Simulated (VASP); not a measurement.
Computed with PBEsol GGA, VASP's PBE PAW potentials (set 64) (plane waves; VASP).

A VASP calculation is set up with these files.

**KPOINTS**
```
Automatic mesh
0
Gamma
14 14 14
0 0 0
```

**POSCAR**
```
Nb
2.8288630
 -0.5773502044   0.5773502044   0.5773502044
  0.5773502044  -0.5773502044   0.5773502044
  0.5773502044   0.5773502044  -0.5773502044
Nb
1
Direct
  0.0000000000   0.0000000000   0.0000000000
```

**INCAR**
```
SYSTEM  =  Nb
PREC  =  Accurate; ENCUT  =  530; LREAL  =  .FALSE.
LASPH  =  .TRUE.
EDIFF  =  1E-7; NELM  =  100; ALGO  =  Normal
LMAXMIX  =  4
ISMEAR  =  1; SIGMA  =  0.1
GGA  =  PS
IBRION  =  6; NSW  =  1; ISIF  =  3
POTIM  =  0.015; NFREE  =  2
LWAVE  =  .FALSE.; LCHARG  =  .FALSE.
```

POTCAR, in this order: Nb_sv (PBE.64 set). Program: vasp_std.

Output of the run:

### OSZICAR
```
...
DAV:   7    -0.109429316559E+02   -0.14107E-05   -0.37227E-05  7960   0.628E-02    0.537E-03
DAV:   8    -0.109429315075E+02    0.14840E-06   -0.15602E-06  6202   0.225E-02    0.544E-03
DAV:   9    -0.109429313171E+02    0.19039E-06   -0.55695E-07  5828   0.102E-02    0.920E-04
DAV:  10    -0.109429312798E+02    0.37297E-07   -0.41040E-08  2794   0.189E-03
   7 F= -.10942931E+02 E0= -.10943056E+02  d E =0.374702E-03
       N       E                     dE             d eps       ncg     rms          rms(c)
DAV:   1    -0.109985300403E+02   -0.55599E-01   -0.22736E+00 15976   0.223E+01    0.156E+00
DAV:   2    -0.109578768961E+02    0.40653E-01   -0.13631E-01 20154   0.527E+00    0.710E-01
DAV:   3    -0.109467108822E+02    0.11166E-01   -0.60024E-02 24354   0.301E+00    0.356E-01
DAV:   4    -0.109468397579E+02   -0.12888E-03   -0.21206E-03 19430   0.641E-01    0.190E-01
DAV:   5    -0.109472673514E+02   -0.42759E-03   -0.93393E-04 26842   0.244E-01    0.674E-02
DAV:   6    -0.109473106376E+02   -0.43286E-04   -0.72678E-05 18926   0.125E-01    0.137E-02
DAV:   7    -0.109473100490E+02    0.58856E-06   -0.15105E-05 24434   0.387E-02    0.486E-03
DAV:   8    -0.109473091815E+02    0.86754E-06   -0.73030E-07 15926   0.141E-02    0.281E-03
DAV:   9    -0.109473096068E+02   -0.42535E-06   -0.20010E-07 12818   0.624E-03    0.219E-04
DAV:  10    -0.109473096149E+02   -0.81029E-08   -0.25349E-08  8004   0.216E-03
   8 F= -.10947310E+02 E0= -.10947393E+02  d E =0.250351E-03
       N       E                     dE             d eps       ncg     rms          rms(c)
DAV:   1    -0.110098236992E+02   -0.62514E-01   -0.14768E+00 15300   0.143E+01    0.138E+00
DAV:   2    -0.109586876799E+02    0.51136E-01   -0.74579E-02 18024   0.350E+00    0.616E-01
DAV:   3    -0.109472887971E+02    0.11399E-01   -0.33308E-02 19176   0.203E+00    0.568E-02
DAV:   4    -0.109473163282E+02   -0.27531E-04   -0.88578E-04 16996   0.454E-01    0.258E-02
DAV:   5    -0.109473097711E+02    0.65570E-05   -0.38588E-05 23524   0.696E-02    0.641E-03
DAV:   6    -0.109473096720E+02    0.99165E-07   -0.12022E-06 20190   0.157E-02    0.122E-03
DAV:   7    -0.109473096355E+02    0.36513E-07   -0.79978E-08 10252   0.365E-03
   9 F= -.10947310E+02 E0= -.10947393E+02  d E =0.250344E-03
       N       E                     dE             d eps       ncg     rms          rms(c)
DAV:   1    -0.109554337949E+02   -0.81241E-02   -0.12890E+00 15544   0.135E+01    0.804E-01
DAV:   2    -0.109430973222E+02    0.12336E-01   -0.41488E-02 18842   0.265E+00    0.424E-01
DAV:   3    -0.109435690435E+02   -0.47172E-03   -0.18497E-02 18572   0.153E+00    0.930E-02
DAV:   4    -0.109461095726E+02   -0.25405E-02   -0.17194E-03 18240   0.497E-01    0.309E-02
DAV:   5    -0.109472164683E+02   -0.11069E-02   -0.18864E-04 19098   0.154E-01    0.906E-03
DAV:   6    -0.109473012049E+02   -0.84737E-04   -0.62154E-06 19794   0.354E-02    0.198E-03
DAV:   7    -0.109473063520E+02   -0.51471E-05   -0.22836E-07 16240   0.545E-03    0.491E-04
DAV:   8    -0.109473088604E+02   -0.25083E-05   -0.19926E-08  8386   0.210E-03    0.164E-04
DAV:   9    -0.109473094649E+02   -0.60454E-06   -0.47322E-09  8136   0.120E-03    0.124E-04
DAV:  10    -0.109473096046E+02   -0.13968E-06   -0.21730E-09  8020   0.657E-04    0.217E-05
DAV:  11    -0.109473096366E+02   -0.32058E-07   -0.11928E-09  7924   0.527E-04
  10 F= -.10947310E+02 E0= -.10947393E+02  d E =0.250331E-03
       N       E                     dE             d eps       ncg     rms          rms(c)
DAV:   1    -0.110097922811E+02   -0.62483E-01   -0.15946E+00 15138   0.150E+01    0.138E+00
DAV:   2    -0.109587101498E+02    0.51082E-01   -0.74854E-02 18744   0.345E+00    0.616E-01
DAV:   3    -0.109472845368E+02    0.11426E-01   -0.33032E-02 18480   0.202E+00    0.574E-02
DAV:   4    -0.109473146567E+02   -0.30120E-04   -0.89869E-04 16878   0.457E-01    0.257E-02
DAV:   5    -0.109473096348E+02    0.50219E-05   -0.37701E-05 23396   0.699E-02    0.619E-03
DAV:   6    -0.109473096952E+02   -0.60345E-07   -0.10898E-06 19574   0.142E-02    0.119E-03
DAV:   7    -0.109473096743E+02    0.20891E-07   -0.69961E-08 10130   0.347E-03
  11 F= -.10947310E+02 E0= -.10947393E+02  d E =0.250332E-03
       N       E                     dE             d eps       ncg     rms          rms(c)
DAV:   1    -0.110007629815E+02   -0.53453E-01   -0.11761E+00 15514   0.129E+01    0.833E-01
DAV:   2    -0.109715982601E+02    0.29165E-01   -0.41512E-02 18450   0.258E+00    0.422E-01
DAV:   3    -0.109532089558E+02    0.18389E-01   -0.18303E-02 18522   0.149E+00    0.103E-01
DAV:   4    -0.109484842151E+02    0.47247E-02   -0.19260E-03 17964   0.520E-01    0.273E-02
DAV:   5    -0.109473896610E+02    0.10946E-02   -0.16193E-04 20078   0.145E-01    0.114E-02
DAV:   6    -0.109473145468E+02    0.75114E-04   -0.52062E-06 21194   0.329E-02    0.250E-03
DAV:   7    -0.109473131008E+02    0.14460E-05   -0.12640E-07 12832   0.476E-03    0.122E-03
DAV:   8    -0.109473102815E+02    0.28193E-05   -0.63845E-08  8468   0.332E-03    0.151E-04
DAV:   9    -0.109473101645E+02    0.11703E-06   -0.10444E-08  8106   0.200E-03    0.271E-04
DAV:  10    -0.109473101515E+02    0.12964E-07   -0.34847E-09  8024   0.829E-04
  12 F= -.10947310E+02 E0= -.10947394E+02  d E =0.250334E-03
       N       E                     dE             d eps       ncg     rms          rms(c)
DAV:   1    -0.110097279124E+02   -0.62418E-01   -0.16029E+00 15348   0.150E+01    0.137E+00
DAV:   2    -0.109586831744E+02    0.51045E-01   -0.74767E-02 18240   0.344E+00    0.617E-01
DAV:   3    -0.109472853491E+02    0.11398E-01   -0.33597E-02 18888   0.203E+00    0.577E-02
DAV:   4    -0.109473149865E+02   -0.29637E-04   -0.91795E-04 16916   0.458E-01    0.258E-02
DAV:   5    -0.109473096519E+02    0.53346E-05   -0.41298E-05 23466   0.711E-02    0.640E-03
DAV:   6    -0.109473097187E+02   -0.66749E-07   -0.11765E-06 19766   0.154E-02    0.133E-03
DAV:   7    -0.109473096736E+02    0.45061E-07   -0.10238E-07 10376   0.414E-03
  13 F= -.10947310E+02 E0= -.10947393E+02  d E =0.250343E-03
       N       E                     dE             d eps       ncg     rms          rms(c)
DAV:   1    -0.109673464425E+02   -0.20037E-01   -0.15944E+00  2086   0.178E+01    0.470E-01
DAV:   2    -0.109611812891E+02    0.61652E-02   -0.79576E-02  2444   0.367E+00    0.294E-01
DAV:   3    -0.109476337965E+02    0.13547E-01   -0.18629E-02  3206   0.159E+00    0.319E-02
DAV:   4    -0.109474427592E+02    0.19104E-03   -0.38371E-04  2328   0.289E-01    0.178E-02
DAV:   5    -0.109472377702E+02    0.20499E-03   -0.11142E-05  3594   0.469E-02    0.374E-03
DAV:   6    -0.109472370544E+02    0.71581E-06   -0.89485E-08  1900   0.412E-03    0.228E-03
DAV:   7    -0.109472271693E+02    0.98851E-05   -0.20798E-08  1376   0.218E-03    0.136E-04
DAV:   8    -0.109472266002E+02    0.56918E-06   -0.50697E-09  1178   0.144E-03    0.289E-04
DAV:   9    -0.109472264357E+02    0.16444E-06   -0.14045E-09  1168   0.585E-04    0.206E-05
DAV:  10    -0.109472264142E+02    0.21540E-07   -0.67333E-10  1146   0.454E-04
  14 F= -.10947226E+02 E0= -.10947320E+02  d E =0.279329E-03
       N       E                     dE             d eps       ncg     rms          rms(c)
DAV:   1    -0.109294216972E+02    0.17805E-01   -0.37044E+00  2080   0.284E+01    0.261E-01
DAV:   2    -0.109474120521E+02   -0.17990E-01   -0.18737E-01  2310   0.617E+00    0.155E-01
DAV:   3    -0.109472283350E+02    0.18372E-03   -0.35842E-03  3056   0.676E-01    0.233E-02
DAV:   4    -0.109472259453E+02    0.23897E-05   -0.87943E-05  2488   0.107E-01    0.437E-03
DAV:   5    -0.109472262067E+02   -0.26141E-06   -0.43580E-06  3156   0.299E-02    0.133E-03
DAV:   6    -0.109472263921E+02   -0.18540E-06   -0.38329E-07  2388   0.122E-02    0.247E-04
DAV:   7    -0.109472264074E+02   -0.15292E-07   -0.60256E-08  1336   0.341E-03
  15 F= -.10947226E+02 E0= -.10947320E+02  d E =0.279330E-03
```

### OUTCAR
```
------------------------ aborting loop because EDIFF is reached ----------------------------------------
  FORCE on cell =-STRESS in cart. coord.  units (eV):
  Direction    XX          YY          ZZ          XY          YZ          ZX
  --------------------------------------------------------------------------------------
  Total        0.0672980      0.0672980      0.0672980     -0.0000000     -0.0000000     -0.0000000
  in kB        6.1872717      6.1872717      6.1872717     -0.0000000     -0.0000000     -0.0000000
  external PRESSURE =       6.1872717 kB  Pullay stress =       0.0000000 kB
  volume of cell :       17.43
      direct lattice vectors                 reciprocal lattice vectors
    -1.633244631  1.633244631  1.633244631     0.000000000  0.306139075  0.306139075
     1.633244631 -1.633244631  1.633244631     0.306139075  0.000000000  0.306139075
     1.633244631  1.633244631 -1.633244631     0.306139075  0.306139075  0.000000000
 POSITION                                       TOTAL-FORCE (eV/Angst)
 -----------------------------------------------------------------------------------
     -0.01500      0.00000      0.00000        -0.000000     -0.000000      0.000000
 -----------------------------------------------------------------------------------
    total drift:                               -0.000090     -0.000000     -0.000000
  FREE ENERGIE OF THE ION-ELECTRON SYSTEM (eV)
  ---------------------------------------------------
  free  energy   TOTEN  =       -10.9472264074 eV

  energy  without entropy=      -10.9475057377  energy(sigma->0) =      -10.94731952

   1 f/i=    0.000000 THz     0.000000 2PiTHz    0.000000 cm-1     0.000000 meV
             X         Y         Z           dx          dy          dz
      0.000000  0.000000  0.000000     0.614800   -0.788683    0.000000

   2 f/i=    0.000000 THz     0.000000 2PiTHz    0.000000 cm-1     0.000000 meV
             X         Y         Z           dx          dy          dz
      0.000000  0.000000  0.000000    -0.788683   -0.614800    0.000000

   3 f/i=    0.000000 THz     0.000000 2PiTHz    0.000000 cm-1     0.000000 meV
             X         Y         Z           dx          dy          dz
      0.000000  0.000000  0.000000     0.000000    0.000000    1.000000

 ELASTIC MODULI CONTR FROM IONIC RELAXATION (kBar)
 Direction    XX          YY          ZZ          XY          YZ          ZX
 --------------------------------------------------------------------------------
 XX           0.0000      0.0000      0.0000      0.0000      0.0000      0.0000
 YY           0.0000      0.0000      0.0000      0.0000      0.0000      0.0000
 ZZ           0.0000      0.0000      0.0000      0.0000      0.0000      0.0000
 XY           0.0000      0.0000      0.0000      0.0000      0.0000      0.0000
 YZ           0.0000      0.0000      0.0000      0.0000      0.0000      0.0000
 ZX           0.0000      0.0000      0.0000      0.0000      0.0000      0.0000
 --------------------------------------------------------------------------------

 TOTAL ELASTIC MODULI (kBar)
 Direction    XX          YY          ZZ          XY          YZ          ZX
 --------------------------------------------------------------------------------
 XX        2593.5833   1378.1856   1378.1856     -0.0000     -0.0000      0.0000
 YY        1378.1856   2593.5833   1378.1856      0.0000     -0.0000      0.0000
 ZZ        1378.1856   1378.1856   2593.5833     -0.0000     -0.0000     -0.0000
 XY          -0.0000      0.0000     -0.0000    -50.6659      0.0000     -0.0000
 YZ          -0.0000     -0.0000     -0.0000      0.0000    -50.6659      0.0000
 ZX           0.0000      0.0000     -0.0000     -0.0000      0.0000    -50.6659
 --------------------------------------------------------------------------------
```
(Selected blocks of OUTCAR.)

Finite-difference elastic constants of metals are sensitive to mesh and smearing; shear constants can be off by tens of GPa.

The compound is Nb in the bcc structure. It was relaxed first.
